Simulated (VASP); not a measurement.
The system is Sn2GeTe4.

```xyz
7
Lattice="6.0973 0.0000 0.0000 0.0000 6.0973 0.0000 0.0000 0.0000 6.2900" Properties=species:S:1:pos:R:3 pbc="T T T"
Sn    3.0486    0.0000    3.1450
Sn    0.0000    3.0486    3.1450
Ge    0.0000    0.0000    0.0000
Te    4.4384    1.6588    4.8031
Te    1.6588    1.6588    1.4869
Te    1.6588    4.4384    4.8031
Te    4.4384    4.4384    1.4869
```

The cell was built by a generator and needn't be a form met in nature.

* Program: VASP 6.6.1
* Task: relaxation of cell and atoms
* Functional: PBE
* Potentials or basis: VASP PAW PBE potentials, release 64 (Sn_d, Ge_d, Te)
* Cutoff: 520 eV
* k mesh: 3 × 3 × 2
* Occupations: gaussian, width 0.15 eV
* Spin: no spin polarisation

At the start: pressure 9.3 GPa; volume 33.41 Å³/atom.

Task: How do energy, volume and symmetry change on relaxing?

Result: Over 18 steps the energy falls by 230.8 meV/atom and the volume is 37.60 Å³/atom (+12.6 %); space group P-42m (No. 111, to 0.05 Å).

Step by step:
```tsv
step	energy change (eV)	largest force (eV/Å)	pressure (GPa)	volume (Å³)
1	0.0000	1.3894	9.25	233.84
2	-1.3136	0.2216	-1.91	305.38
3	-1.4405	0.2608	-0.08	286.10
4	-1.4399	0.2472	-0.53	287.22
5	-1.4529	0.2790	0.25	281.88
6	-1.4536	0.2846	0.49	281.02
7	-1.4665	0.2559	0.41	280.39
8	-1.4961	0.2031	0.18	278.49
9	-1.5162	0.2636	0.20	274.73
10	-1.5304	0.1995	-0.47	276.93
11	-1.5323	0.1833	-0.60	277.55
12	-1.5409	0.1722	-0.28	276.59
13	-1.5654	0.1436	-0.43	273.74
14	-1.6028	0.0572	-0.29	268.10
15	-1.5900	0.2317	-0.04	257.04
16	-1.6139	0.0061	-0.32	264.78
17	-1.6141	0.0867	-0.22	261.59
18	-1.6155	0.0332	-0.23	263.23
```

Final structure:
```yaml
crystal:
  lattice:
    - [6.35439, 0.00000, 0.00000]
    - [0.00000, 6.35439, 0.00000]
    - [0.00000, 0.00000, 6.51907]
  atoms:
    - { symbol: Sn, position: [0.50000, 0.00000, 0.50000] }
    - { symbol: Sn, position: [0.00000, 0.50000, 0.50000] }
    - { symbol: Ge, position: [0.00000, 0.00000, 0.00000] }
    - { symbol: Te, position: [0.70955, 0.29045, 0.80239] }
    - { symbol: Te, position: [0.29045, 0.29045, 0.19761] }
    - { symbol: Te, position: [0.29045, 0.70955, 0.80239] }
    - { symbol: Te, position: [0.70955, 0.70955, 0.19761] }
```

Caveat: the k mesh is coarse (spacing up to 0.50 Å⁻¹), so the values aren't converged.
